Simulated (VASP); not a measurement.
The system is Ta.

```
CELL_PARAMETERS angstrom
-1.65128 1.65128 1.65128
1.65128 -1.65128 1.65128
1.65128 1.65128 -1.65128
ATOMIC_POSITIONS crystal
Ta 0.00000 0.00000 0.00000
```

Base run:

- Program: VASP 6.6.1
- Functional: PBE
- Potentials or basis: VASP PAW PBE potentials, release 64 (Ta_pv)
- Cutoff: 520 eV
- k mesh: 14 × 14 × 14
- Occupations: gaussian, width 0.1 eV
- Spin: no spin polarisation

Its results: band gap on the k mesh none (metal or under the smearing width); pressure 3.1 GPa.

**Question.** After a change of settings the same cell gave: band gap on the k mesh none (metal or under the smearing width); pressure 2.6 GPa. Which change was it?
A. k mesh from 14 × 14 × 14 to 10 × 10 × 10
B. k mesh from 14 × 14 × 14 to 6 × 6 × 6
C. cutoff from 520 eV to 300 eV
D. k mesh from 14 × 14 × 14 to 8 × 8 × 8

**Answer.** C.
